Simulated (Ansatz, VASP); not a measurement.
# Cross-check of HfO2 (amorphous HfO2 at 8.88 g/cm^3) between VASP and Ansatz, part 2 of 2

Wanted: the spread between two codes on one cell, functional and k mesh. The structure shown is the start of the Ansatz relaxation below; VASP solves that cell, so the two are compared at the walk's first step.

VASP 6.6.1 and Ansatz 0.2.0.

So far: Starting point; Ansatz: relaxation, PBE.

**3. VASP: single point, PBE, start cell**

Level of this step: PBE; plane waves and PAW (Hf_pv, O) (VASP).

The same cell, functional, mesh and smearing now go to VASP, with its own data sets.

Lines of VASP's logs that name or quote its potential files are left out, and so is its time.

File INCAR:

```
SYSTEM = HfO2
PREC = Accurate
ENCUT = 520
EDIFF = 1E-06
NELM = 120
ISMEAR = -1
SIGMA = 0.025
LREAL = Auto
ALGO = Normal
GGA = PE
NBANDS = 368
LASPH = .TRUE.
LORBIT = 11
LWAVE = .FALSE.
LCHARG = .FALSE.
ISIF = 2
GGA_COMPAT = .FALSE.
EFERMI = MIDGAP
NCORE = 2
```

File POSCAR:

```
HfO2
1.0
   10.3283000000      0.0000000000      0.0000000000
    0.0000000000     10.3283000000      0.0000000000
    0.0000000000      0.0000000000     10.3283000000
Hf O
28 56
Direct
    0.9024234385      0.3715132210      0.5383170512
    0.7433265881      0.8668900013      0.8482131619
    0.6901813464      0.4892770349      0.7915339407
    0.4224896643      0.5515138019      0.2572252936
    0.2049127155      0.4154604340      0.4248908339
    0.5057657117      0.8581760793      0.2835316557
    0.3624604243      0.9785734342      0.9154459108
    0.8721667651      0.8872805786      0.1919483361
    0.0309053765      0.6059274033      0.2258067639
    0.0710765566      0.7898202027      0.9069546779
    0.6292903963      0.1083430962      0.1126419643
    0.5992564120      0.1568118664      0.7659634209
    0.1115769294      0.9262608561      0.3931140652
    0.0884656720      0.1725259723      0.6531084496
    0.5881025919      0.7130408683      0.5712363119
    0.3954958706      0.0088397897      0.5378813551
    0.5662403300      0.2944046939      0.3726944415
    0.3670400744      0.4376906170      0.6913432027
    0.0192577675      0.2433798399      0.2107897718
    0.3864818024      0.3102930782      0.9861642284
    0.4404306614      0.6736926697      0.9669839180
    0.2434766612      0.7268475935      0.6623548890
    0.7563393782      0.4892770349      0.1115382009
    0.7448660477      0.0486043202      0.4920945364
    0.3134591365      0.1322482887      0.2187194408
    0.9383054326      0.6817288421      0.5998373401
    0.0562919357      0.4616926309      0.8826137893
    0.8742000136      0.1909510762      0.9395156996
    0.8548357426      0.4949894949      0.9246439395
    0.1281043347      0.0749300466      0.2601105700
    0.3602722617      0.6206926600      0.7935865535
    0.7427166136      0.3617729927      0.4324719460
    0.0239342389      0.3036801797      0.0097014998
    0.8951521548      0.1649254960      0.5718269221
    0.2066942285      0.8845598985      0.7838366430
    0.6736926697      0.7010834310      0.7575786916
    0.0864421057      0.6328631043      0.7623907129
    0.1884530852      0.0391739202      0.5443006109
    0.9333288150      0.4294123912      0.2073235673
    0.2482886826      0.2979483555      0.5963904999
    0.4675987336      0.7166523048      0.1551465391
    0.5474860335      0.5208795252      0.6377816291
    0.4747344674      0.2498765528      0.1674331691
    0.8306207217      0.5208117502      0.6509009227
    0.4063882730      0.4121878722      0.4024379617
    0.4137854245      0.8160975185      0.6110492530
    0.6782529555      0.1359081359      0.3110966955
    0.0199839277      0.3563606789      0.7076963295
    0.6024224703      0.4632127262      0.2376576978
    0.2586388854      0.5521237764      0.5671601328
    0.0445475054      0.2903478791      0.4172516290
    0.7746870250      0.7502880435      0.5098031622
    0.9026945383      0.9634983492      0.3838482616
    0.2728522603      0.8070156754      0.9906761035
    0.3779131125      0.4959577084      0.0626337345
    0.7356389725      0.2841900410      0.0647831686
    0.9191154401      0.8108304368      0.7557294037
    0.6771588742      0.9155814606      0.1846189596
    0.4172419469      0.0639311407      0.7308172691
    0.9008646147      0.0937230716      0.1279784669
    0.5754577230      0.9341711608      0.4575002663
    0.7522922456      0.2853518972      0.7972657649
    0.8976404636      0.8502560925      0.9955171713
    0.4093994171      0.1483206336      0.3927558262
    0.0990191997      0.7841561535      0.5331080623
    0.2477077544      0.3856007281      0.8550100210
    0.0724417377      0.6150092464      0.0220946332
    0.2190099048      0.5677604252      0.2883533592
    0.8377951841      0.6684159058      0.1877172429
    0.6974526302      0.9898143935      0.6893583649
    0.2731620886      0.1371377671      0.0163531268
    0.0059835597      0.5387043366      0.4554476535
    0.5274536952      0.8538578469      0.9077970237
    0.0075617478      0.1035020284      0.8208901755
    0.0501147333      0.8048856056      0.2446094711
    0.5047684517      0.1406814287      0.9464093801
    0.5011279688      0.3449067126      0.8120503858
    0.4460172536      0.9980926193      0.1498213646
    0.2135007697      0.3095378717      0.2366604378
    0.7271961504      0.0525062208      0.9320507731
    0.3191425501      0.9098302722      0.3651133294
    0.6135666083      0.5555512524      0.9691914449
    0.5039357881      0.6838589119      0.3927170977
    0.5954803792      0.1879012035      0.5646815062
```

File KPOINTS:

```
Automatic mesh
0
Gamma
1 1 1
0 0 0
```

PAW data sets: Hf_pv and O (PBE family, release 64).

The run is started by

```sh
> mpirun -np 8 vasp_gam
```

Numbers of over 12 decimals in the logs are rounded to 6 here.

The log of the run:

```text
[banner, memory and clock lines left out]
running    8 mpi-ranks, on    1 nodes
[...]
LDA part: xc-table for (Slater+PW92), standard interpolation
 POSCAR, INCAR and KPOINTS ok, starting setup
[...]
entering main loop
       N       E                     dE             d eps       ncg     rms          rms(c)
DAV:   1     0.579972267812E+04    0.57997E+04   -0.39722E+05   744   0.175E+03
DAV:   2    -0.479357019833E+03   -0.62791E+04   -0.60614E+04   912   0.474E+02
DAV:   3    -0.986918097148E+03   -0.50756E+03   -0.50453E+03   856   0.118E+02
DAV:   4    -0.998710943485E+03   -0.11793E+02   -0.11745E+02   856   0.195E+01
[...]
DAV:  17    -0.837213368650E+03   -0.26916E-05   -0.11029E-05   760   0.617E-03    0.119E-02
DAV:  18    -0.837213370639E+03   -0.19898E-05   -0.42147E-06   720   0.378E-03    0.883E-03
DAV:  19    -0.837213371231E+03   -0.59162E-06   -0.73238E-07   544   0.210E-03
   1 F= -.83721337E+03 E0= -.83721337E+03  d E =0.000000E+00
```

Parts of OUTCAR (step 3):

```text
  FREE ENERGIE OF THE ION-ELECTRON SYSTEM (eV)
  ---------------------------------------------------
  free  energy   TOTEN  =      -837.2133712310 eV

  energy  without entropy=     -837.2133712310  energy(sigma->0) =     -837.21337123
```

The run ends at a pressure of -8.33 GPa, with forces up to 2.2 eV/Å.

**4. Comparison**

Known differences besides the potentials themselves: the data sets hold 1064 valence electrons in Ansatz (on its default PAW (the set named soft_2) files) and 616 in VASP; the cutoff is 420 eV in Ansatz and 520 eV in VASP (PREC = Accurate, projectors in real space). Total energies have different zeros and are not compared.

Forces on 10 of the 84 atoms, those with the largest forces and the largest differences (eV/Å; atoms numbered as in POSCAR):

```csv
atom,"Ansatz x, y, z","VASP x, y, z"
Hf1,"-1.715, 0.362, -1.459","-1.685, 0.362, -1.434"
Hf2,"0.457, -0.359, -1.382","0.477, -0.322, -1.460"
Hf14,"-1.641, -0.100, 0.981","-1.686, -0.040, 0.957"
Hf17,"1.239, -0.058, 0.244","1.252, -0.096, 0.227"
Hf22,"1.204, 0.257, -0.141","1.195, 0.197, -0.090"
Hf25,"-0.022, -0.888, 1.424","0.036, -0.823, 1.386"
Hf26,"-2.042, 0.399, -0.627","-2.050, 0.392, -0.589"
O35,"-0.351, 0.001, 0.026","-0.356, -0.125, 0.055"
O71,"0.152, 0.354, -0.357","0.280, 0.352, -0.302"
O79,"-0.351, -0.218, -0.568","-0.407, -0.320, -0.510"
```

The forces differ by 42 meV/Å r.m.s., which is 10.0 % of the r.m.s. force of 0.423 eV/Å (both taken over all components).

**5. Outcome**

```yaml
r_m_s_force_difference_single_point_pbe_start_cell: 10 % of the r.m.s. force
```

**Reading.** The r.m.s. force difference is 10 % of the r.m.s. force (single point, PBE, start cell), beyond the 3 % picked in this series as the mark of a large difference. The data sets hold unlike numbers of valence electrons (1064 in Ansatz and 616 in VASP), so part of the differences comes from the potentials. What causes the difference of the single point, PBE, start cell pair stays open here. 1 further run of this series is not shown here. How closely two codes agree says nothing of how well the functional describes the real material.

[Lines on the potential files, build, host, timing and source positions are cut from VASP's logs without a mark.]

[Logs are printed without paths, hosts, clocks, repeated set-up lines and the standing remarks that a program may print on its own settings, such as how far it seeks lower states.]

[Hosts, paths, dates, database ids (printed as entryN), source tags and the programs' standing remarks are cut or masked in the printed files.]
